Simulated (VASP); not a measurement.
These are revPBE GGA, VASP's PBE PAW potentials (set 64) (plane waves; VASP) values and carry that method's errors.

VASP ran on this input.

POSCAR:
```
BaTiO3
1
    4.0593967347     0.0000000000     0.0000000000
    0.0000000000     4.0593967347     0.0000000000
    0.0000000000    -0.0000000000     4.0593967347
Ba Ti O
1 1 3
Direct
  0.0000000000   0.0000000000   0.0000000000
  0.5000000000   0.5000000000   0.5000000000
  0.5000000000   0.0000000000   0.5000000000
  0.0000000000   0.5000000000   0.5000000000
  0.5000000000   0.5000000000   0.0000000000
```

KPOINTS:
```
Automatic
0
G
 5 5 5
```

INCAR:
```
SYSTEM=BaTiO3
PREC=Accurate; ENCUT=520; LREAL=.FALSE.
LASPH=.TRUE.
EDIFF=1E-6; NELM=100; ALGO=Normal
LMAXMIX=4
ISMEAR=0; SIGMA=0.05
GGA=RE
IBRION=2; NSW=60; ISIF=3
EDIFFG=-0.02
LWAVE=.FALSE.; LCHARG=.FALSE.
```

POTCAR, in this order: Ba_sv Ti_sv O (PBE.64 set). Program: vasp_std.

The resulting files:

OUTCAR:
```
 ion  position               nearest neighbor table
   1  0.000  0.000  0.000-   3 2.87   4 2.87   5 2.87   3 2.87   4 2.87   4 2.87   5 2.87   4 2.87
                             3 2.87   5 2.87   3 2.87   5 2.87   2 3.52   2 3.52   2 3.52   2 3.52
   2  0.500  0.500  0.500-   3 2.03   4 2.03   5 2.03   5 2.03   3 2.03   4 2.03   1 3.52   1 3.52
                             1 3.52   1 3.52   1 3.52   1 3.52   1 3.52   1 3.52
   3  0.500  0.000  0.500-   2 2.03   2 2.03   1 2.87   1 2.87   1 2.87   1 2.87
   4  0.000  0.500  0.500-   2 2.03   2 2.03   1 2.87   1 2.87   1 2.87   1 2.87
   5  0.500  0.500  0.000-   2 2.03   2 2.03   1 2.87   1 2.87   1 2.87   1 2.87
  LATTYP: Found a simple cubic cell.
 ALAT       =     4.0593967347
 Subroutine PRICEL returns:
 Original cell was already a primitive cell.
 Subroutine GETGRP returns: Found 48 space group operations
The static configuration has the point symmetry O_h .
The dynamic configuration has the point symmetry O_h .
 Subroutine INISYM returns: Found 48 space group operations
 Subroutine IBZKPT returns following result:
 Found     10 irreducible k-points:

 Following reciprocal coordinates:
            Coordinates               Weight
  0.000000  0.000000  0.000000      1.000000
  0.200000  0.000000  0.000000      6.000000
  0.400000  0.000000  0.000000      6.000000
  0.200000  0.200000  0.000000     12.000000
...
```

File OSZICAR:
```
       N       E                     dE             d eps       ncg     rms          rms(c)
DAV:   1     0.464801597502E+03    0.46480E+03   -0.21286E+04   480   0.179E+03
DAV:   2    -0.530322368073E+01   -0.47010E+03   -0.46407E+03   640   0.483E+02
DAV:   3    -0.475532553772E+02   -0.42250E+02   -0.42202E+02   712   0.144E+02
DAV:   4    -0.493097753483E+02   -0.17565E+01   -0.17556E+01   664   0.268E+01
DAV:   5    -0.493756273047E+02   -0.65852E-01   -0.65850E-01   688   0.352E+00    0.224E+01
DAV:   6    -0.383909484259E+02    0.10985E+02   -0.76840E+01   768   0.745E+01    0.101E+01
DAV:   7    -0.383939809638E+02   -0.30325E-02   -0.12884E+01   648   0.256E+01    0.607E+00
DAV:   8    -0.381858518992E+02    0.20813E+00   -0.93339E-01   616   0.908E+00    0.287E+00
DAV:   9    -0.382247247227E+02   -0.38873E-01   -0.35301E-01   672   0.485E+00    0.137E+00
DAV:  10    -0.382096342231E+02    0.15090E-01   -0.12623E-01   608   0.364E+00    0.429E-01
DAV:  11    -0.382082387930E+02    0.13954E-02   -0.99448E-03   600   0.666E-01    0.974E-02
DAV:  12    -0.382086230346E+02   -0.38424E-03   -0.24329E-03   616   0.374E-01    0.143E-01
DAV:  13    -0.382083153972E+02    0.30764E-03   -0.18620E-03   600   0.401E-01    0.203E-02
DAV:  14    -0.382083161124E+02   -0.71526E-06   -0.55676E-05   592   0.680E-02    0.733E-03
DAV:  15    -0.382083174572E+02   -0.13447E-05   -0.10328E-05   600   0.242E-02    0.281E-03
DAV:  16    -0.382083172112E+02    0.24601E-06   -0.71346E-07   272   0.645E-03
   1 F= -.38208317E+02 E0= -.38208317E+02  d E =-.382083E+02
```

File OUTCAR:
```
------------------------ aborting loop because EDIFF is reached ----------------------------------------
  FORCE on cell =-STRESS in cart. coord.  units (eV):
  Direction    XX          YY          ZZ          XY          YZ          ZX
  --------------------------------------------------------------------------------------
  Total       -0.0156155     -0.0156155     -0.0156155     -0.0000000     -0.0000000      0.0000000
  in kB       -0.3740089     -0.3740089     -0.3740089     -0.0000000     -0.0000000      0.0000000
  external PRESSURE =      -0.3740089 kB  Pullay stress =       0.0000000 kB
  volume of cell :       66.89
      direct lattice vectors                 reciprocal lattice vectors
     4.059396735  0.000000000  0.000000000     0.246342022  0.000000000  0.000000000
     0.000000000  4.059396735  0.000000000     0.000000000  0.246342022  0.000000000
     0.000000000  0.000000000  4.059396735     0.000000000  0.000000000  0.246342022
 POSITION                                       TOTAL-FORCE (eV/Angst)
 -----------------------------------------------------------------------------------
      0.00000      0.00000      0.00000         0.000000      0.000000      0.000000
      2.02970      2.02970      2.02970         0.000000      0.000000      0.000000
      2.02970      0.00000      2.02970         0.000000      0.000000      0.000000
      0.00000      2.02970      2.02970         0.000000      0.000000      0.000000
      2.02970      2.02970      0.00000         0.000000      0.000000      0.000000
 -----------------------------------------------------------------------------------
    total drift:                                0.000000      0.000000     -0.000000
  FREE ENERGIE OF THE ION-ELECTRON SYSTEM (eV)
  ---------------------------------------------------
  free  energy   TOTEN  =       -38.2083172112 eV

  energy  without entropy=      -38.2083172112  energy(sigma->0) =      -38.20831721

 reached required accuracy - stopping structural energy minimisation
```
(Selected blocks of OUTCAR.)

The compound is BaTiO3 in the cubic perovskite structure, the ideal cubic form; the compound distorts at low or room temperature. It was relaxed first. The start is the result of an earlier pass.
